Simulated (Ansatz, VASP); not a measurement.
# BiP: VASP beside Ansatz, part 2 of 2

One calculation is typed for both programs; each brings its own data sets and cutoff. How far apart do they land? The cell is invented: As first built, before any earlier steps moved the atoms (in the runner's words): it takes the AlP structure with some of its atoms replaced by other elements, volume scaled by an estimate. It may not be a known or stable phase. The cell is taken from a series of VASP runs on this material, whose earlier steps may have relaxed, scaled or displaced it; both programs get it as it stands.

VASP 6.6.1 and Ansatz 0.2.0.

So far. Step 3 (VASP: band structure, PBEsol): Spin-orbit coupling is off here; with elements this heavy it splits and shifts levels by tenths of an eV or more. At this level the cell is under a tension of 2.8 GPa, so at these settings it is away from equilibrium.

## Step 5: VASP: band structure, PBE, spin-orbit coupling

Level of this step: PBE, spin-orbit coupling; plane waves and PAW (Bi_d, P); invented cell (VASP).

A single point gives forces, pressure and levels at one fixed geometry, so differences don't come from the geometry; what else differs is listed under the comparison.

File INCAR:

```
SYSTEM = BiP
PREC = Accurate
ENCUT = 400
EDIFF = 1E-06
NELM = 100
ISMEAR = 0
SIGMA = 0.02
LREAL = .FALSE.
ALGO = Normal
GGA = PE
LNONCOLLINEAR = .TRUE.
MAGMOM = 0 0 0 0 0 0
NBANDS = 32
GGA_COMPAT = .FALSE.
LASPH = .TRUE.
LSORBIT = .TRUE.
LORBIT = 11
LWAVE = .FALSE.
LCHARG = .FALSE.
KPAR = 4
```

File POSCAR:

```
BiP
1.0
    0.0000000000      3.2501367134      3.2501367134
    3.2501367134      0.0000000000      3.2501367134
    3.2501367134      3.2501367134      0.0000000000
Bi P
1 1
Direct
    0.0000000000      0.0000000000      0.0000000000
    0.2500000000      0.2500000000      0.2500000000
```

File KPOINTS:

```
Automatic mesh
0
Gamma
5 5 5
0 0 0
```

File KPOINTS_OPT:

```
Line mode
16
Line-mode
Reciprocal
  0.00000000   0.00000000   0.00000000 GAMMA
  0.50000000   0.00000000   0.50000000 X

  0.50000000   0.00000000   0.50000000 X
  0.50000000   0.25000000   0.75000000 W

  0.50000000   0.25000000   0.75000000 W
  0.37500000   0.37500000   0.75000000 K

  0.37500000   0.37500000   0.75000000 K
  0.00000000   0.00000000   0.00000000 GAMMA

  0.00000000   0.00000000   0.00000000 GAMMA
  0.50000000   0.50000000   0.50000000 L

  0.50000000   0.50000000   0.50000000 L
  0.62500000   0.25000000   0.62500000 U

  0.62500000   0.25000000   0.62500000 U
  0.50000000   0.25000000   0.75000000 W

  0.50000000   0.25000000   0.75000000 W
  0.50000000   0.50000000   0.50000000 L

  0.50000000   0.50000000   0.50000000 L
  0.37500000   0.37500000   0.75000000 K

  0.62500000   0.25000000   0.62500000 U
  0.50000000   0.00000000   0.50000000 X
```

Potentials, in the order of the species: Bi_d and P (PBE family, release 64).

Run with:

```
mpirun -np 4 vasp_ncl
```

Numbers of over 12 decimals in the logs are rounded to 6 here.

Log:

```text
[banner, memory and clock lines left out]
running    4 mpi-ranks, on    1 nodes
[...]
LDA part: xc-table for (Slater+PW92), standard interpolation
 POSCAR, INCAR and KPOINTS ok, starting setup
[...]
entering main loop
       N       E                     dE             d eps       ncg     rms          rms(c)
DAV:   1     0.170307775147E+03    0.17031E+03   -0.82315E+03   896   0.104E+03
DAV:   2     0.804464493014E+01   -0.16226E+03   -0.15676E+03   936   0.319E+02
DAV:   3    -0.891905779451E+01   -0.16964E+02   -0.16673E+02  1136   0.120E+02
DAV:   4    -0.956208431725E+01   -0.64303E+00   -0.64229E+00  1064   0.258E+01
[...]
DAV:  13    -0.928328103973E+01    0.79870E-05   -0.55527E-05  1072   0.407E-02    0.780E-03
DAV:  14    -0.928327948675E+01    0.15530E-05   -0.74228E-06   832   0.163E-02    0.228E-03
DAV:  15    -0.928327986236E+01   -0.37560E-06   -0.14169E-06   984   0.533E-03
   1 F= -.92832799E+01 E0= -.92825394E+01  d E =-.148084E-02  mag=     0.0000    -0.0000     0.0000
 Start KPOINTS_OPT (optional k-point list driver)
k-point batch [1-14\160]
       N       E                     dE             ncg
DAV:   1    -0.215597525628E+03   -0.28850E+04      896
DAV:   2    -0.251284764770E+04   -0.22973E+04      936
DAV:   3    -0.274916389482E+04   -0.23632E+03     1136
DAV:   4    -0.275804653457E+04   -0.88826E+01     1048
DAV:   5    -0.275849805408E+04   -0.45152E+00     1392
DAV:   6    -0.275850271751E+04   -0.46634E-02     1088
DAV:   7    -0.275850293943E+04   -0.22192E-03     1400
DAV:   8    -0.275850294237E+04   -0.29376E-05     1024
DAV:   9    -0.275850294247E+04   -0.97109E-07      704
[...]
k-point batch [155-160\160]
       N       E                     dE             ncg
DAV:   1     0.411955833195E+04   -0.33971E+04      384
DAV:   2     0.316113456308E+04   -0.95842E+03      384
DAV:   3     0.306713305207E+04   -0.94002E+02      512
DAV:   4     0.306387253484E+04   -0.32605E+01      504
DAV:   5     0.306375995637E+04   -0.11258E+00      584
DAV:   6     0.306375836798E+04   -0.15884E-02      544
DAV:   7     0.306375831174E+04   -0.56238E-04      584
DAV:   8     0.306375831065E+04   -0.10911E-05      536
DAV:   9     0.306375831061E+04   -0.38597E-07      344
```

OUTCAR, selected parts (step 5):

```text
  Total        0.1550627      0.1550627      0.1550627      0.0000000     -0.0000000     -0.0000000
  in kB        3.6181196      3.6181196      3.6181196      0.0000000     -0.0000000     -0.0000000
  external PRESSURE =       3.6181196 kB  Pullay stress =       0.0000000 kB

 POSITION                                       TOTAL-FORCE (eV/Angst)
 -----------------------------------------------------------------------------------
      0.00000      0.00000      0.00000         0.000000      0.000000     -0.000000
      1.62507      1.62507      1.62507        -0.000000     -0.000000      0.000000
 -----------------------------------------------------------------------------------
    total drift:                                0.000000      0.000000      0.000000

  FREE ENERGIE OF THE ION-ELECTRON SYSTEM (eV)
  ---------------------------------------------------
  free  energy   TOTEN  =        -9.2832798624 eV

  energy  without entropy=       -9.2817990199  energy(sigma->0) =       -9.28253944

 magnetization (x)
# of ion       s       p       d       tot
------------------------------------------
    1        0.000   0.000  -0.000  -0.000
    2        0.000   0.000   0.000   0.000
--------------------------------------------------
tot          0.000   0.000  -0.000   0.000

 magnetization (y)
# of ion       s       p       d       tot
------------------------------------------
    1        0.000   0.000  -0.000   0.000
    2       -0.000   0.000   0.000  -0.000
--------------------------------------------------
tot         -0.000   0.000  -0.000   0.000

 magnetization (z)
# of ion       s       p       d       tot
------------------------------------------
    1       -0.000  -0.000  -0.000  -0.000
    2        0.000   0.000   0.000   0.000
--------------------------------------------------
tot          0.000  -0.000  -0.000  -0.000

[... 1 part as in an earlier step ...]

[... 2 further parts left out ...]
[key lines of the parts left out:]
E-fermi :   4.2084
```

The run ends at a pressure of 0.36 GPa.

## Step 6: Ansatz: band structure, PBE, spin-orbit coupling

The same cell, functional, mesh and smearing now go to Ansatz, which takes its cutoff from its data sets.

The cell is taken from a series of VASP runs on this material, whose earlier steps may have relaxed, scaled or displaced it; both programs get it as it stands.

File input.yaml:

```yaml
crystal:
  lattice:
    - [0.0, 3.2501367134, 3.2501367134]
    - [3.2501367134, 0.0, 3.2501367134]
    - [3.2501367134, 3.2501367134, 0.0]
  atoms:
    - { symbol: Bi, position: [0.0, 0.0, 0.0] }
    - { symbol: P, position: [0.25, 0.25, 0.25] }
hamiltonian:
  xc: pbe
  pseudopotentials: { kind: paw_fr }
magnetization:
  noncollinear: true
  spin_orbit: true
kpoints:
  mp_grid: { grid: [5, 5, 5] }
  band_path:
    path:
      - [0.0, 0.0, 0.0]
      - [0.16667, 0.0, 0.16667]
      - [0.33333, 0.0, 0.33333]
      - [0.5, 0.0, 0.5]
      - [0.5, 0.08333, 0.58333]
      - [0.5, 0.18333, 0.68333]
      - [0.5, 0.25, 0.75]
      - [0.45, 0.3, 0.75]
      - [0.40833, 0.34167, 0.75]
      - [0.35, 0.35, 0.7]
      - [0.225, 0.225, 0.45]
      - [0.075, 0.075, 0.15]
      - [0.03333, 0.03333, 0.03333]
      - [0.23333, 0.23333, 0.23333]
      - [0.4, 0.4, 0.4]
      - [0.51667, 0.46667, 0.51667]
      - [0.55833, 0.38333, 0.55833]
      - [0.60833, 0.28333, 0.60833]
      - [0.60833, 0.25, 0.64167]
      - [0.55833, 0.25, 0.69167]
      - [0.51667, 0.25, 0.73333]
      - [0.5, 0.3, 0.7]
      - [0.5, 0.38333, 0.61667]
      - [0.5, 0.48333, 0.51667]
      - [0.475, 0.475, 0.55]
      - [0.425, 0.425, 0.65]
      - [0.38333, 0.38333, 0.73333]
      - [0.59167, 0.18333, 0.59167]
      - [0.55, 0.1, 0.55]
      - [0.5, 0.0, 0.5]
    npoints: 1
scf:
  occupations: { method: gaussian, width: 0.02 }
  n_extra_bands: 14
output:
  forces: true
  stress: true
  eigenvalues: true
  write_density: true
  write_potential: true
  elf: true
  volumetric_format: npy
```

Run with:

```
ansatz run input.yaml --threads 2 --pin off --max-ram 4608MiB --backend cpu --events-out ev --progress --plain --runs-dir out
```

Log:

```text
[...]
non-collinear run that drives no moment, with spin-orbit: no starting moment large enough to seed its density (crystal.atoms[].spin), no starting occupations that ask for one, no magnetisation constraint and no magnetic field, so the semilocal B_xc is pinned to zero
Crystal: 2 atoms, lattice volume = 68.665 Å³
[...]
k-point 0: bands = [... 16 lower, 4.6278, 4.6278, 4.6278, 4.6278, 6.2669, 6.2669, 7.6017, 7.6017, ... 10 higher]
  k-point 1: bands = [... 16 lower, 4.2952, 4.3078, 4.3925, 4.3925, 6.8721, 6.8721, 8.0767, 8.0768, ... 10 higher]
  k-point 2: bands = [... 16 lower, 3.9099, 3.9164, 3.9419, 3.9419, 7.5922, 7.5922, 8.5142, 8.5226, ... 10 higher]
  k-point 9: bands = [... 16 lower, 2.5444, 2.9702, 6.0090, 6.2195, 6.8385, 7.7165, 8.6727, 8.9448, ... 10 higher]
[key lines of the parts left out:]
SCF converged after 8 iterations
Magnetization: |M| = 0.0000 μB,  M = (+0.0000, +0.0000, +0.0000) μB
Free energy (F): -13193.292453 eV
Fermi energy:    6.203934 eV
P = ⅓ Tr σ = 0.3309 GPa (3.309 kbar)
```

Wall time 9.7 s (2 threads of Arm Neoverse V2, shared host); peak memory 0.46 GiB; 19 s of CPU time.

## Step 7: Side by side

What differs besides the data sets and the points named for the pairs above, as far as they apply: spin-orbit coupling enters by fully relativistic files in Ansatz and inside the spheres in VASP. Total energies have different zeros and are not compared.

Compared:

```
      quantity  Ansatz  VASP  difference
pressure (GPa)    0.33  0.36       -0.03
```

Levels from 3 eV below to 2 eV above the Fermi level differ by 35 meV r.m.s. and 98 meV at most; each VASP level is matched to the nearest of Ansatz, which flatters the figure a little. Ansatz's pressure holds a Pulay correction of 0.02 GPa; VASP's holds none.

## Step 8: Ansatz: band structure, r2SCAN, spin-orbit coupling

A single point gives forces, pressure and levels at one fixed geometry, so differences don't come from the geometry; what else differs is listed under the comparison.

The cell is taken from a series of VASP runs on this material, whose earlier steps may have relaxed, scaled or displaced it; both programs get it as it stands.

Edit input.yaml of step 6 so:

```diff
@@ -9,3 +9,3 @@
 hamiltonian:
-  xc: pbe
+  xc: r2scan
   pseudopotentials: { kind: paw_fr }
```

Log:

```text
[...]
Crystal: 2 atoms, lattice volume = 68.665 Å³
Basis set: ecut = 500 eV, 1807 PW (Γ), exchange–correlation on 144×144×144 points (64 copies of the dense FFT grid, shifted against one another)
Bands: 34, of which v1, the nominal top of the filled ones, is band 20 counted from 1 (19 counted from 0)
[...]
k-point 0: bands = [... 16 lower, 4.4085, 4.4085, 4.4085, 4.4085, 6.2062, 6.2062, 7.5692, 7.5692, ... 10 higher]
  k-point 1: bands = [... 16 lower, 4.0570, 4.0701, 4.2089, 4.2089, 6.8519, 6.8519, 8.0734, 8.0846, ... 10 higher]
  k-point 2: bands = [... 16 lower, 3.6487, 3.6555, 3.7764, 3.7764, 7.6124, 7.6124, 8.5460, 8.5548, ... 10 higher]
  k-point 9: bands = [... 16 lower, 2.2434, 2.6761, 5.9686, 6.1681, 6.8531, 7.7568, 8.7495, 9.0363, ... 10 higher]
[key lines of the parts left out:]
SCF converged after 9 iterations
Magnetization: |M| = 0.0000 μB,  M = (+0.0000, +0.0000, +0.0000) μB
Free energy (F): -13135.335187 eV
Fermi energy:    6.158102 eV
P = ⅓ Tr σ = -0.3808 GPa (-3.808 kbar)
```

It took 19 s on 2 threads; peak memory 0.68 GiB; 36 s of CPU time.

## Step 9: VASP: band structure, r2SCAN, spin-orbit coupling

The same cell, functional, mesh and smearing now go to VASP, with its own data sets and cutoff.

Edit INCAR of step 5 so:

```diff
@@ -9,3 +9,4 @@
 ALGO = Normal
-GGA = PE
+METAGGA = R2SCAN
+LASPH = .TRUE.
 LNONCOLLINEAR = .TRUE.
@@ -14,3 +15,2 @@
 GGA_COMPAT = .FALSE.
-LASPH = .TRUE.
 LSORBIT = .TRUE.
```

POSCAR is that of step 5.

KPOINTS is that of step 5.

KPOINTS_OPT is that of step 5.

Run with:

```
mpirun -np 4 vasp_ncl
```

Log:

```text
[banner, memory and clock lines left out]
running    4 mpi-ranks, on    1 nodes
[...]
[... a notice as in an earlier step ...]

 LDA part: xc-table for (None), standard interpolation
 POSCAR, INCAR and KPOINTS ok, starting setup
[...]
entering main loop
       N       E                     dE             d eps       ncg     rms          rms(c)
DAV:   1     0.112503573766E+03    0.11250E+03   -0.83641E+03   896   0.106E+03
DAV:   2    -0.541494499548E+02   -0.16665E+03   -0.16100E+03   936   0.326E+02
DAV:   3    -0.713574648711E+02   -0.17208E+02   -0.16915E+02  1128   0.122E+02
DAV:   4    -0.720334258053E+02   -0.67596E+00   -0.67521E+00  1088   0.267E+01
[...]
DAV:  13    -0.673117132475E+02    0.22284E-04   -0.41529E-05  1128   0.791E-02    0.142E-02
DAV:  14    -0.673117120677E+02    0.11797E-05   -0.13778E-05  1040   0.298E-02    0.248E-03
DAV:  15    -0.673117121856E+02   -0.11790E-06   -0.92500E-07   664   0.733E-03
   1 F= -.67311712E+02 E0= -.67311083E+02  d E =-.125900E-02  mag=    -0.0000     0.0000     0.0000
 Start KPOINTS_OPT (optional k-point list driver)
k-point batch [1-14\160]
       N       E                     dE             ncg
DAV:   1    -0.298014311631E+03   -0.29674E+04      896
DAV:   2    -0.267151501888E+04   -0.23735E+04      944
DAV:   3    -0.291429059230E+04   -0.24278E+03     1128
DAV:   4    -0.292346140425E+04   -0.91708E+01     1072
DAV:   5    -0.292392200464E+04   -0.46060E+00     1376
DAV:   6    -0.292392766530E+04   -0.56607E-02     1112
DAV:   7    -0.292392792974E+04   -0.26444E-03     1384
DAV:   8    -0.292392793356E+04   -0.38165E-05     1016
DAV:   9    -0.292392793368E+04   -0.12613E-06      696
[...]
k-point batch [155-160\160]
       N       E                     dE             ncg
DAV:   1     0.408057199794E+04   -0.34360E+04      384
DAV:   2     0.309132890733E+04   -0.98924E+03      384
DAV:   3     0.299478815300E+04   -0.96541E+02      512
DAV:   4     0.299139191158E+04   -0.33962E+01      520
DAV:   5     0.299130022766E+04   -0.91684E-01      568
DAV:   6     0.299129830540E+04   -0.19223E-02      560
DAV:   7     0.299129825523E+04   -0.50174E-04      568
DAV:   8     0.299129825377E+04   -0.14553E-05      568
DAV:   9     0.299129825374E+04   -0.32182E-07      344
```

Parts of OUTCAR (step 9):

```text
  Total       -0.1304272     -0.1304272     -0.1304272      0.0000000      0.0000000      0.0000000
  in kB       -3.0432929     -3.0432929     -3.0432929      0.0000000      0.0000000      0.0000000
  external PRESSURE =      -3.0432929 kB  Pullay stress =       0.0000000 kB

  FREE ENERGIE OF THE ION-ELECTRON SYSTEM (eV)
  ---------------------------------------------------
  free  energy   TOTEN  =       -67.3117121856 eV

  energy  without entropy=      -67.3104531864  energy(sigma->0) =      -67.31108269

 magnetization (x)
# of ion       s       p       d       tot
------------------------------------------
    1        0.000  -0.000   0.000  -0.000
    2       -0.000  -0.000   0.000  -0.000
--------------------------------------------------
tot         -0.000  -0.000   0.000  -0.000

 magnetization (y)
# of ion       s       p       d       tot
------------------------------------------
    1        0.000   0.000   0.000   0.000
    2        0.000  -0.000   0.000  -0.000
--------------------------------------------------
tot          0.000  -0.000   0.000  -0.000

 magnetization (z)
# of ion       s       p       d       tot
------------------------------------------
    1       -0.000  -0.000   0.000  -0.000
    2       -0.000   0.000   0.000   0.000
--------------------------------------------------
tot         -0.000  -0.000   0.000  -0.000

[... 3 parts as in an earlier step ...]

[... 1 further part left out ...]
[key lines of the parts left out:]
E-fermi :   4.1606
```

The run ends at a pressure of -0.30 GPa.

## Step 10: Differences

What differs besides the data sets and the points named for the pairs above, as far as they apply: VASP keeps PBE cores, Ansatz makes them for the functional; the cutoff is 500 eV in Ansatz and 400 eV in VASP. Total energies have different zeros and are not compared.

Both answers:

```csv
quantity,Ansatz,VASP,difference
pressure (GPa),-0.38,-0.30,-0.08
```

Levels from 3 eV below to 2 eV above the Fermi level differ by 40 meV r.m.s. and 111 meV at most; each VASP level is matched to the nearest of Ansatz, which flatters the figure a little. Ansatz's pressure holds a Pulay correction of 0.02 GPa; VASP's holds none.

## Step 11: Outcome

* r.m.s. difference of levels near the Fermi level (band structure, PBEsol): 1.2 meV
* r.m.s. difference of levels near the Fermi level (band structure, PBE, spin-orbit coupling): 35 meV
* r.m.s. difference of levels near the Fermi level (band structure, r2SCAN, spin-orbit coupling): 40 meV

In words: The r.m.s. difference of levels near the Fermi level is 40 meV (band structure, r2SCAN, spin-orbit coupling), within the 80 meV picked in this series as the mark of a large difference. How closely two codes agree says nothing of how well the functional describes the real material.

[Lines on the potential files, build, host, timing and source positions are cut from VASP's logs without a mark.]

[Logs are printed without paths, hosts, clocks, repeated set-up lines and the standing remarks that a program may print on its own settings, such as how far it seeks lower states.]

[Hosts, paths, dates, database ids (printed as entryN), source tags and the programs' standing remarks are cut or masked in the printed files.]
